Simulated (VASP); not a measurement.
Method: r2SCAN meta-GGA, VASP's PBE PAW potentials (set 64) (plane waves; VASP 6.6.1).

A VASP calculation is set up with these files.

### POSCAR
```
AuZn
3.1473170
  1.0000000733   0.0000000000   0.0000000000
  0.0000000000   1.0000000733   0.0000000000
  0.0000000000   0.0000000000   1.0000000733
Zn Au
1 1
Direct
  0.5079432730   0.5000000000   0.5000000000
  0.0000000000   0.0000000000   0.0000000000
```

### KPOINTS
```
Automatic
0
G
 10 10 10
```

**INCAR**
```
SYSTEM = AuZn
PREC = Accurate; ENCUT = 480; LREAL = .False.
LASPH = .True.
EDIFF = 1E-7; NELM = 100; ALGO = Normal
LMAXMIX = 6; LMIXTAU = .True.
ISMEAR = 1; SIGMA = 0.1
METAGGA = R2SCAN
ISIF = 2
LWAVE = .False.; LCHARG = .False.
```

POTCAR, in this order: Zn Au (PBE.64 set). Program: vasp_std.

Unless said otherwise, spin-orbit coupling is left out, though it shifts the bands of the heavy elements here.

What does the run give for the energy per atom (σ→0), largest force, band gap (on the k-mesh)?

```
Quantity                                                    Result
------------------------  ----------------------------------------
energy per atom (σ→0)                          -2891.5 kJ/mol-atom
band gap (on the k-mesh)  none (metal, semimetal or under 0.01 eV)
largest force                                           0.089 eV/Å
```

**OSZICAR**
```
...
DAV:  10    -0.599362339252E+02   -0.12689E-02   -0.60509E-03  4270   0.847E-01    0.734E-02
DAV:  11    -0.599363540163E+02   -0.12009E-03   -0.27032E-03  4130   0.597E-01    0.538E-02
DAV:  12    -0.599366187753E+02   -0.26476E-03   -0.19491E-04  3962   0.157E-01    0.312E-02
DAV:  13    -0.599366167627E+02    0.20126E-05   -0.40161E-05  4326   0.917E-02    0.117E-02
DAV:  14    -0.599366351367E+02   -0.18374E-04   -0.28601E-05  4130   0.808E-02    0.346E-03
DAV:  15    -0.599366350144E+02    0.12229E-06   -0.16428E-06  4074   0.213E-02    0.195E-03
DAV:  16    -0.599366349712E+02    0.43261E-07   -0.19814E-07  3238   0.655E-03
   1 F= -.59936635E+02 E0= -.59936353E+02  d E =-.844993E-03
```

The compound is AuZn in the CsCl type structure. This cell was strained or had an atom moved on purpose. The electron count is odd and the run is not spin-polarised, which forces a metal.
